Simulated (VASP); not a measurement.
Consider the following.

```yaml
crystal:
  lattice:
    - [1.37840, 0.79582, 5.34908]
    - [-1.37840, 0.79582, 5.34908]
    - [0.00000, -1.59164, 5.34908]
  atoms:
    - { symbol: Li, position: [0.50000, 0.50000, 0.50000] }
    - { symbol: Mo, position: [0.00000, 0.00000, 0.00000] }
    - { symbol: O, position: [0.24687, 0.24687, 0.24687] }
    - { symbol: O, position: [0.75313, 0.75313, 0.75313] }
```

The numbers are results of PBEsol GGA, VASP's PBE PAW potentials (set 64) (plane waves; VASP), not measurements. Numerical set-up: 520 eV cut-off, 14×14×14 Γ-centred mesh, tetrahedra with Blöchl corrections, potentials Li_sv Mo_sv O.

Tabulate the total density of states (states/eV per cell) against energy (eV; zero at the valence-band maximum or, without a gap, the Fermi level).

```
E (eV) | DOS (states/eV)
    -9.95 |  0.00
    -9.41 |  0.00
    -8.87 |  0.00
    -8.22 | ##### 0.73
    -7.68 | ############ 1.74
    -7.14 | ################### 2.61
    -6.60 | ############### 2.12
    -6.06 | #################### 2.76
    -5.53 | ######################### 3.59
    -4.99 | ################# 2.44
    -4.34 | #################### 2.76
    -3.80 | ############### 2.11
    -3.26 | ### 0.44
    -2.72 | #### 0.62
    -2.18 | ###### 0.85
    -1.53 | ########### 1.56
    -0.99 | ### 0.41
    -0.45 | ######## 1.16
     0.09 | ####### 0.96
     0.63 | ###### 0.84
     1.17 | ##### 0.73
     1.71 | ##### 0.66
     2.36 | ######### 1.25
     2.90 | ################ 2.20
     3.44 | ############################## 4.23
```
Within 2 eV below the Fermi level the largest weight inside VASP's projection spheres is Mo d, then O p.

The structure comes from a computed database's LiMoO2 entry (R-3m); how it stands against other phases isn't given here. It was relaxed first. The electron count is odd and the run is not spin-polarised, which forces a metal.
